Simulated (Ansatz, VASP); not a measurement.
**Y3F in VASP and in Ansatz**

File INCAR:

```
SYSTEM = Y3F
PREC = Accurate ; ENCUT = 600
EDIFF = 1E-7 ; ISMEAR = -1
SIGMA = 0.05 ; LREAL = .FALSE.
LASPH = .TRUE. ; NELM = 60
ALGO = Fast ; ISIF = 3
LWAVE = .FALSE. ; LCHARG = .FALSE.
GGA = B5 ; ALDAX = 1.0
AGGAX = 1.0 ; AGGAC = 1.0
ALDAC = 0.0 ; IVDW = 12
VDW_S6 = 1.0 ; VDW_S8 = 2.6996
VDW_A1 = 0.4298 ; VDW_A2 = 4.2359
IBRION = 2 ; NSW = 60
EDIFFG = -0.01
```

File KPOINTS:

```
regular mesh
0
G
  4 4 6
  0 0 0
```

File POSCAR:

```
Y3F
1.0
    6.2666500000      0.0000000000      0.0000000000
   -3.1333300000      5.4270800000      0.0000000000
    0.0000000000      0.0000000000      3.3619900000
Y F
3 1
Direct
    0.5000000000      0.0000000000      0.0000000000
    0.0000000000      0.5000000000      0.0000000000
    0.5000000000      0.5000000000      0.0000000000
    0.0000000000      0.0000000000      0.0000000000
```

input.yaml

```yaml
crystal:
  lattice:
    - [6.26665, 0.0, 0.0]
    - [-3.13333, 5.42708, 0.0]
    - [0.0, 0.0, 3.36199]
  atoms:
    - { symbol: "Y", position: [0.5, 0.0, 0.0] }
    - { symbol: "Y", position: [0.0, 0.5, 0.0] }
    - { symbol: "Y", position: [0.5, 0.5, 0.0] }
    - { symbol: F, position: [0.0, 0.0, 0.0] }
hamiltonian:
  xc: blyp
  pseudopotentials: { kind: paw }
  dispersion: d3bj
kpoints:
  mp_grid: { grid: [4, 4, 6] }
scf:
  occupations: { method: fermi_dirac, width: 0.05 }
output:
  forces: true
  stress: true
  eigenvalues: true
relax:
  f_tol: 0.01
  max_steps: 40
  cell: { stress_tol: 0.05 }
```

The cell was built by a generator and needn't be a form met in nature.

Alike in both runs: task relaxation of cell and atoms; functional BLYP; dispersion D3(BJ); k mesh 4 × 4 × 6; occupations fermi-dirac, width 0.05 eV; no spin polarisation.

|  | VASP | Ansatz |
| --- | --- | --- |
| version | VASP 6.6.1 | Ansatz 0.2.0 |
| potentials or method | VASP PAW PBE potentials, release 64 (Y_sv, F) | Ansatz PAW |
| plane-wave cutoff (eV) | 600 | 420 |
| valence electrons in the cell | 40 | 40 |

Ansatz gave:

```
gap on the k mesh at the Fermi level, each at its own relaxed structure (eV) : none
relaxed volume (Å³/atom)                                                     : 26.34
relaxed cell length with the largest relative difference (Å)                 : 3.257
energy change over the relaxation (meV/atom)                                 : -17
```

Task: What did VASP give for the same quantities?

Result: gap on the k mesh at the Fermi level, each at its own relaxed structure (eV): none; relaxed volume (Å³/atom): 26.22; relaxed cell length with the largest relative difference (Å): 3.251; energy change over the relaxation (meV/atom): -18.

A gap of «none» marks a metal or a gap that the smearing closes.

Caveats: pairwise dispersion overbinds metals, which lowers pressure and volume; the PAW data sets were made with another functional, which shifts forces and pressure a little (VASP); the plane-wave basis is chosen anew once the cell has moved, so the energies of steps on either side of that aren't comparable (Ansatz); the PAW data sets come from PBE, with cores solved anew for the run's functional, which leaves a small shift of forces and pressure (Ansatz).
